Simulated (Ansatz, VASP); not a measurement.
# Cross-check of SrCl2 between VASP and Ansatz

One calculation is typed for both programs; each brings its own data sets. How far apart do they land? The cell is taken from a series of runs on this material, whose earlier steps may have relaxed, scaled, displaced or heated it; both programs get it as it stands.

Program: Ansatz 0.2.0. Level of theory: plane waves, with VASP 6.6.1 beside it; zone-centre phonons at PBE. Results are calculated unless marked as measured.

## (1) Starting point

It takes space group Fm-3m (No. 225, cubic). Conventional cell: a = 7.039 Å, b = 7.039 Å, c = 7.039 Å, α = 90.00°, β = 90.00°, γ = 90.00°. Nearest to Sr lie 8 Cl at 3.05 Å. Nearest to Cl lie 4 Sr at 3.05 Å. Farther neighbours and most contacts between anions are not listed.

## (2) Ansatz: zone-centre phonons, PBE

Ansatz runs on norm-conserving files, of PseudoDojo where its log says so.

Second derivatives magnify differences that forces hide, and they need a tight electronic threshold.

The input, input.yaml:

```yaml
crystal:
  lattice:
    - [-3.519622801, 0.0, 3.519622801]
    - [0.0, 3.519622801, 3.519622801]
    - [-3.519622801, 3.519622801, 0.0]
  atoms:
    - { symbol: Sr, position: [0.0, 0.0, 0.0] }
    - { symbol: Cl, position: [0.75, 0.75, 0.75] }
    - { symbol: Cl, position: [0.25, 0.25, 0.25] }
kpoints:
  mp_grid: { grid: [6, 6, 6] }
hamiltonian:
  xc: pbe
  pseudopotentials: { kind: nc, accuracy: standard }
scf:
  occupations: { method: fixed }
output:
  eigenvalues: true
phonons:
  method: dfpt
  dielectric: true
  rigid_motions: translations
  qmesh: [2, 2, 2]
  temperatures: { t_max: 1000, t_step: 50 }
  qpath:
    path:
      - [[0.0, 0.0, 0.0], [0.0, 0.5, 0.5], [0.0, 0.625, 0.375]]
      - [[-0.375, 0.375, 0.0], [0.0, 0.0, 0.0], [0.0, 0.5, 0.0], [-0.25, 0.5, 0.25], [0.0, 0.5, 0.5]]
    npoints: 12
```

The run is started by

```sh
> ansatz run input.yaml --threads 4 --pin off --max-ram 8192MiB --backend cpu --events-out ev --progress --plain --runs-dir out
```

Numbers of over 12 decimals in the logs are rounded to 6 here.

Output:

```text
Warning: phonons: the dynamical matrix that this run interpolates holds no multipole term above the dipole-dipole one, and a site of this crystal is no centre of inversion, so its interpolated transverse optical and acoustic branches and sound speeds can stay off near Gamma, and the density of states and the thermodynamics with them. What a run solves at a wave vector of phonons.qpoints, Gamma apart, where the deck admits one, is free of this, and under fd what a larger phonons.supercell samples
Engine: ansatz 0.2.0, aarch64-unknown-linux-gnu
Pseudopotentials: kind: nc
Pseudopotential: Sr, nc, valence charge 10, recommended cutoff 925.187132 eV (normal), Sr.nc.azcp (PseudoDojo's, or run here from an input of PseudoDojo's; its table is named by hamiltonian.pseudopotentials.accuracy)
Pseudopotential: Cl, nc, valence charge 7, recommended cutoff 789.130201 eV (normal), Cl.nc.azcp (PseudoDojo's, or run here from an input of PseudoDojo's; its table is named by hamiltonian.pseudopotentials.accuracy)
Functional definition: PBE
  parameter kappa = 0.804
  parameter beta = 0.066725
  exchange = pbe_x(kappa = kappa, mu = beta*pi^2/3)
  correlation = pbe_c(beta = beta)
Crystal: 3 atoms, lattice volume = 87.200 Å³
Basis set: ecut = 925.187132 eV, 5601 PW (Γ), exchange–correlation on 100×100×100 points (8 copies of the dense FFT grid, shifted against one another)
Bands: 16, of which v1, the nominal top of the filled ones, is band 12 counted from 1 (11 counted from 0)
Symmetry: 48 space group operations
k-points: 46 of 216 (irreducible under 4 space group operations, time reversal used)
Non-local potential: Sr, projectors of the file, l = 0: 2, l = 1: 2, l = 2: 2
Non-local potential: Cl, projectors of the file, l = 0: 2, l = 1: 2, l = 2: 2
Initial density: superposition of atomic densities (chi_scale 0.1, normalization cell, long waves kept (reshape's long-wave potential 0.00 eV rms))
Initial wavefunctions: pseudopotential atomic-orbital guess
Functional: x = pbe(κ = 0.804, μ = 0.219515), c = pbe(β = 0.066725)
SCF iter   1: F=—  HF=-1832.573391 eV  |F-HF|=—  |Δ(HF+E_count)|=         —  Δρ=3.96e-2  dr2=2.53e0  ethr=3.10e-3  ⟨swp⟩=6.0  Hψ=4460  notcnv=0  defer=66
preconditioner: auto → none  [insulator: Δε(μ)=4.102 eV  Ē_g=13.321 eV  n_scr=14 (ndim 8)  ℏωp=18.7 eV  f_vac=0.017  ε∞_Penn≈3.0]
SCF iter   2: F=—  HF=-1831.539576 eV  |F-HF|=—  |Δ(HF+E_count)|=    1.03e0  Δρ=1.14e-2  dr2=1.76e-1  ethr=3.10e-3  ⟨swp⟩=4.8  Hψ=2220  notcnv=0  defer=38
SCF iter   3: F=—  HF=-1831.511698 eV  |F-HF|=—  |Δ(HF+E_count)|=   2.79e-2  Δρ=4.55e-3  dr2=1.71e-2  ethr=7.32e-4  ⟨swp⟩=2.4  Hψ=1173  notcnv=0  defer=79
SCF iter   4: F=—  HF=-1831.519073 eV  |F-HF|=—  |Δ(HF+E_count)|=   7.38e-3  Δρ=1.26e-3  dr2=9.27e-4  ethr=7.13e-5  ⟨swp⟩=4.7  Hψ=1475  notcnv=0  defer=89
SCF iter   5: F=—  HF=-1831.520252 eV  |F-HF|=—  |Δ(HF+E_count)|=   1.18e-3  Δρ=1.18e-4  dr2=1.94e-5  ethr=3.86e-6  ⟨swp⟩=2.8  Hψ=1193  notcnv=0  defer=89
SCF iter   6: F=—  HF=-1831.520261 eV  |F-HF|=—  |Δ(HF+E_count)|=   9.08e-6  Δρ=1.94e-5  dr2=4.54e-7  ethr=8.10e-8  ⟨swp⟩=2.5  Hψ=1295  notcnv=0  defer=89
SCF iter   7: F=—  HF=-1831.520228 eV  |F-HF|=—  |Δ(HF+E_count)|=   3.36e-5  Δρ=4.18e-6  dr2=1.90e-8  ethr=1.89e-9  ⟨swp⟩=2.2  Hψ=1102  notcnv=0  defer=70
SCF iter   8: F=—  HF=-1831.520228 eV  |F-HF|=—  |Δ(HF+E_count)|=   3.72e-9  Δρ=4.12e-7  dr2=2.20e-10  ethr=7.90e-11  ⟨swp⟩=3.0  Hψ=1467  notcnv=0  defer=70
SCF iter   9: F=-1831.520228 eV  HF=-1831.520228 eV  |F-HF|=4.55e-13  |Δ(HF+E_count)|=  6.91e-11  Δρ=4.63e-8  dr2=1.35e-12  ethr=1.00e-12  ⟨swp⟩=11.9  Hψ=6490  notcnv=0
SCF 1 converged in 9 iterations: F = -1831.520228 eV  dr2 = 1.35e-12
NSCF: frozen V_eff on 3 k-points
DFPT response loops at Γ: preconditioner auto → none (the input reference at scf.mixing.eps_inf says where Resta's filter doesn't serve); β = 0.50; Broyden in place of MSR1
NSCF: frozen V_eff on 16 k-points
NSCF: frozen V_eff on 136 k-points
DFPT response loops at q = (0, 0, -0.5) (fractional): preconditioner auto → Resta (q_TF=auto, 2.200 Å⁻¹)  ε∞=3.4 (no band partly filled); β = 1.00, the filter's whole step (`scf.mixing.beta` (0.50) is not read by the response loops at its default; to damp them type it under 1.00, their step now; it binds the ground state too); Broyden in place of MSR1
NSCF: frozen V_eff on 92 k-points
DFPT response loops at q = (0, -0.5, -0.5) (fractional): preconditioner auto → none (the input reference at scf.mixing.eps_inf says where Resta's filter doesn't serve); β = 0.50; Broyden in place of MSR1
SCF converged after 9 iterations
Free energy (F): -1831.520228 eV
Harris-Foulkes:  -1831.520228 eV  (|F-HF|=4.55e-13)
Internal energy: -1831.520228 eV  (E = F + TS)
E sigma→0 (E₀):  -1831.520228 eV
Fermi energy:    2.893253 eV
--- Per-component energies (eV) ---
  E_band       = -151.831574
  E_kinetic    = 553.877287
  E_local      = -1225.161143  (includes V_loc(G=0)·N_el)
  E_nonlocal   = 257.728128
  E_hartree    = 323.282714
  E_xc         = -473.841775
  E_vxc        = -384.841282  (∫ρ·V_xc dr)
  E_ewald      = -1267.405439
  E_smearing   = -0.000000  (= −TS)
  E_closure    = -0.000000  (closes the sum)
  Σ components = -1831.520228   (vs F -1831.520228, Δ=0.00e0)
--- Band table (eV; the first three rows and the last of 46) ---
  k-point 0: bands = [... 8 lower, 0.8674, 2.5693, 2.5693, 2.5693, 8.1323, 9.0076, 9.0076, 11.8240]
  k-point 1: bands = [... 8 lower, 1.0398, 2.2709, 2.4282, 2.4282, 8.7131, 9.2018, 9.2018, 10.8440]
  k-point 2: bands = [... 8 lower, 1.3671, 1.7733, 2.1121, 2.1121, 9.5070, 9.5070, 9.6583, 10.7754]
  k-point 45: bands = [... 8 lower, 1.0845, 2.5166, 2.5166, 2.8933, 8.4147, 9.8741, 10.4584, 10.8302]
--- Phonons (Γ-DFPT): 2 representative perturbations + reference, on 46 of 216 k-points (Σ response iterations 6) ---
  k mesh reduced under 4 symmetry operations, with k and −k counted as one. Each operation leaves every solved perturbation unchanged. A smaller set is not considered because the run solves the response to a homogeneous field
  ASR residual: 3.583e-5 → 0.000e0 eV/Å²; symmetrization residual: 5.160e-6 eV/Å²
  ASR residual per site (eV/Å²): 7.55e-7 3.58e-5 3.58e-5
  Γ frequencies (cm⁻¹): 0.00 0.00 0.00 125.92 125.92 125.92 171.07 171.07 171.07
  ε∞ (high-frequency dielectric tensor):
        2.879029    -0.000000    -0.000000
        0.000000     2.879029    -0.000000
        0.000000    -0.000000     2.879029
  ε⁰ (static dielectric tensor: ions relaxed, cell fixed):
        8.542866    -0.000000    -0.000000
       -0.000000     8.542866    -0.000000
       -0.000000    -0.000000     8.542866
  ε⁰ − ε∞ (ionic part):
        5.663837    -0.000000    -0.000000
       -0.000000     5.663837    -0.000000
       -0.000000    -0.000000     5.663837
  softest optical mode at Γ: 125.92 cm⁻¹; the repairs (sum rule, projections) moved no ω² at Γ by more than (0.79 cm⁻¹)²
  Born effective charges Z* (e; rows j = field, columns β = displacement):
    site 0:
         2.49745   -0.00000   -0.00000
        -0.00000    2.49745   -0.00000
         0.00000   -0.00000    2.49745
    site 1:
        -1.24872   -0.00000    0.00000
         0.00000   -1.24872    0.00000
        -0.00000   -0.00000   -1.24872
    site 2:
        -1.24872    0.00000    0.00000
         0.00000   -1.24872    0.00000
        -0.00000    0.00000   -1.24872
  Z* charge neutrality: 5.839e-5 e pre-enforcement
  k-mesh period / interband length: 29.9 Å / 1.27 Å = 23.59 at k = (0.0000, 0.0000, 0.0000), direct gap 5.563 eV — 14 or more, which is no proof of convergence
  optical modes at Γ without the LO–TO term, one row a degenerate level:
      ω (cm⁻¹)  modes    IR ((D/Å)²/amu)
        125.92      3            11.0157
        171.07      3             0.0000
  optical modes at Γ + LO–TO along q̂ = [1.0000, 0.0000, 0.0000]:
      ω (cm⁻¹)  modes    IR ((D/Å)²/amu)
        125.92      2             7.3438
        171.07      3             0.0000
        216.91      1             3.6719
  optical modes at Γ + LO–TO along q̂ = [0.0000, 1.0000, 0.0000]:
      ω (cm⁻¹)  modes    IR ((D/Å)²/amu)
        125.92      2             7.3438
        171.07      3             0.0000
        216.91      1             3.6719
  optical modes at Γ + LO–TO along q̂ = [0.0000, 0.0000, 1.0000]:
      ω (cm⁻¹)  modes    IR ((D/Å)²/amu)
        125.92      2             7.3438
        171.07      3             0.0000
        216.91      1             3.6719
--- Phonons (arbitrary-q DFPT): 3 irreducible q on the 2×2×2 mesh ---
  q = [0.0000, 0.0000, 0.0000] (star 1, of the zone-centre solve; hermiticity 4.10e-6, symmetrization 3.18e-8): -0.00 -0.00 0.00 125.92 125.92 125.92 171.07 171.07 171.07
  q = [0.0000, 0.0000, -0.5000] (star 4, 2 solved perturbations on 68 of 216 k-point pairs; hermiticity 3.23e-7, symmetrization 1.39e-13): 64.00 64.00 119.17 145.70 145.70 146.73 146.73 160.91 169.35
  q = [0.0000, -0.5000, -0.5000] (star 3, 4 solved perturbations in 152 linear systems a pass and spin channel, the states on 46 of 216 k-point pairs; hermiticity 3.56e-8, symmetrization 1.59e-13): 62.00 74.99 74.99 89.97 89.97 144.85 177.90 177.90 201.03
  sum rule: each row above includes the acoustic sum rule's correction from the zone centre's row sums; it moved no ω² by more than (0.52 cm⁻¹)²
  mesh force constants: q→R imaginary residual 3.81e-17; ASR residual 3.583e-5 → 0.000e0 eV/Å²; symmetrization residual 1.887e-15 eV/Å²
  interpolated dispersion: 75 rows × 9 modes
  density of states and harmonic sums: on the 16×16×16 q-mesh, interpolated from the force constants of a 2×2×2 supercell (with the dipole–dipole term)
  largest difference from the sums on the solved wave vectors: F 7.68e-2 eV, S 1.09e-4 and C_V 3.22e-5 eV/K
  zero-point energy: 0.070184 eV/cell   skipped modes (ω ≤ 0): 3   left out of the sums: 8.14e-5 of the cell's modes: C_V's classical limit lies that fraction below 3 k_B per atom; for a crystal, a wire or a layer, F and S can be off by more, and a phonons.interpolated_qmesh denser along its periods is the remedy for the sampling
```

(Part 1 of 3 ends here.)

[Lines on the potential files, build, host, timing and source positions are cut from VASP's logs without a mark.]

[Logs are printed without paths, hosts, clocks, repeated set-up lines and the standing remarks that a program may print on its own settings, such as how far it seeks lower states.]

[Hosts, paths, dates, database ids (printed as entryN), source tags and the programs' standing remarks are cut or masked in the printed files.]
